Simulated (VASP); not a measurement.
Level of theory: LDA (Ceperley-Alder, Perdew-Zunger), VASP's LDA PAW potentials (set 64) (plane waves; VASP).

The input files of a VASP run:

**KPOINTS**
```
Automatic mesh
0
Gamma
7 7 7
0 0 0
```

**POSCAR**
```
PbSe
1.0
  0.0000000000   3.0216902957   3.0216902957
  3.0216902957   0.0000000000   3.0216902957
  3.0216902957   3.0216902957   0.0000000000
Pb Se
1 1
Cart
  0.0000000000   0.0000000000   0.0000000000
  3.0216902957   3.0216902957   3.0216902957
```

### INCAR
```
! general
SYSTEM =PbSe
PREC   =Accurate
ENCUT  =400
LREAL  =.FALSE.
LASPH  =.TRUE.

! electronic loop
EDIFF  =1E-6
NELM   =100
ALGO   =Normal
LMAXMIX=4

! smearing
ISMEAR =0
SIGMA  =0.05

! ions
IBRION =2
NSW    =60
ISIF   =3
EDIFFG =-0.01

! output
LWAVE  =.FALSE.
LCHARG =.FALSE.
```

POTCAR, in this order: Pb_d Se (LDA.64 set). Program: vasp_std.

Output of the run:

### OUTCAR
```
 ion  position               nearest neighbor table
   1  0.000  0.000  0.000-   2 3.02   2 3.02   2 3.02   2 3.02   2 3.02   2 3.02
   2  0.500  0.500  0.500-   1 3.02   1 3.02   1 3.02   1 3.02   1 3.02   1 3.02
  LATTYP: Found a face centered cubic cell.
 ALAT       =     6.0433805914
 Subroutine PRICEL returns:
 Original cell was already a primitive cell.
 Subroutine GETGRP returns: Found 48 space group operations
The static configuration has the point symmetry O_h .
The dynamic configuration has the point symmetry O_h .
 Subroutine INISYM returns: Found 48 space group operations
 Subroutine IBZKPT returns following result:
 Found     20 irreducible k-points:

 Following reciprocal coordinates:
            Coordinates               Weight
  0.000000  0.000000  0.000000      1.000000
  0.142857  0.000000  0.000000      8.000000
  0.285714  0.000000  0.000000      8.000000
  0.428571  0.000000  0.000000      8.000000
  0.142857  0.142857  0.000000      6.000000
  0.285714  0.142857  0.000000     24.000000
  0.428571  0.142857  0.000000     24.000000
 -0.428571  0.142857  0.000000     24.000000
 -0.285714  0.142857  0.000000     24.000000
...
```

**OSZICAR**
```
       N       E                     dE             d eps       ncg     rms          rms(c)
DAV:   1     0.143866752644E+03    0.14387E+03   -0.84137E+03   568   0.121E+03
DAV:   2     0.118984191403E+01   -0.14268E+03   -0.13943E+03   590   0.322E+02
DAV:   3    -0.950446078603E+01   -0.10694E+02   -0.10573E+02   740   0.966E+01
DAV:   4    -0.971805732157E+01   -0.21360E+00   -0.21348E+00   622   0.168E+01
DAV:   5    -0.972539216422E+01   -0.73348E-02   -0.73346E-02   732   0.288E+00    0.290E+00
DAV:   6    -0.947257676876E+01    0.25282E+00   -0.67014E-01   834   0.690E+00    0.171E+00
DAV:   7    -0.946314490022E+01    0.94319E-02   -0.95259E-02   638   0.178E+00    0.869E-01
DAV:   8    -0.946175172500E+01    0.13932E-02   -0.88014E-03   668   0.119E+00    0.946E-02
DAV:   9    -0.946148390184E+01    0.26782E-03   -0.18198E-03   824   0.459E-01    0.415E-02
DAV:  10    -0.946149197354E+01   -0.80717E-05   -0.10664E-04   602   0.760E-02    0.144E-02
DAV:  11    -0.946148974861E+01    0.22249E-05   -0.17025E-05   714   0.470E-02    0.561E-03
DAV:  12    -0.946148961772E+01    0.13089E-06   -0.15184E-06   356   0.187E-02
   1 F= -.94614896E+01 E0= -.94614896E+01  d E =-.946149E+01
```

**OUTCAR**
```
------------------------ aborting loop because EDIFF is reached ----------------------------------------
  FORCE on cell =-STRESS in cart. coord.  units (eV):
  Direction    XX          YY          ZZ          XY          YZ          ZX
  --------------------------------------------------------------------------------------
  Total       -0.0198289     -0.0198289     -0.0198289      0.0000000      0.0000000      0.0000000
  in kB       -0.5757438     -0.5757438     -0.5757438      0.0000000      0.0000000      0.0000000
  external PRESSURE =      -0.5757438 kB  Pullay stress =       0.0000000 kB
  volume of cell :       55.18
      direct lattice vectors                 reciprocal lattice vectors
     0.000000000  3.021690296  3.021690296    -0.165470300  0.165470300  0.165470300
     3.021690296  0.000000000  3.021690296     0.165470300 -0.165470300  0.165470300
     3.021690296  3.021690296  0.000000000     0.165470300  0.165470300 -0.165470300
  FREE ENERGIE OF THE ION-ELECTRON SYSTEM (eV)
  ---------------------------------------------------
  free  energy   TOTEN  =        -9.4614896177 eV

  energy  without entropy=       -9.4614896177  energy(sigma->0) =       -9.46148962

 reached required accuracy - stopping structural energy minimisation
```
(Selected blocks of OUTCAR.)

The structure comes from a computed database's PbSe entry (Fm-3m); how it stands against other phases isn't given here. It was relaxed first, which changed the volume by -7 %. The start is the result of an earlier pass.
